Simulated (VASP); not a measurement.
Here is the system:

```
YN
1.0
    3.37542     0.00000     0.00000
   -1.68771     2.92320     0.00000
    0.00000     0.00000     5.93435
Y N
2 2
Direct
  0.00000   0.00000   0.00000
  0.00000   0.00000   0.50000
  0.33333   0.66667   0.25000
  0.66667   0.33333   0.75000
```

Computed with PBEsol GGA, VASP's PBE PAW potentials (set 64) (plane waves; VASP 6.6.1). Run with 520 eV cut-off, 8×8×4 Γ-centred mesh, tetrahedra with Blöchl corrections, potentials Y_sv N.

The cores are frozen, which limits the accuracy of field gradients.

Question: Give the principal components of the electric field gradient (V/Å²) and the asymmetry η at each nucleus.

Answer: 
| atom | Vxx | Vyy | Vzz | η |
|---|---|---|---|---|
| Y1 | 2.0 | 2.0 | -4.0 | 0.00 |
| Y2 | 2.0 | 2.0 | -4.0 | 0.00 |
| N3 | -2.5 | -2.5 | 5.0 | 0.00 |
| N4 | -2.5 | -2.5 | 5.0 | 0.00 |

The structure was generated: YN was put into the NiAs type type (P6_3/mmc), which need not be its known phase. It was relaxed first, which changed the volume by -32 %.
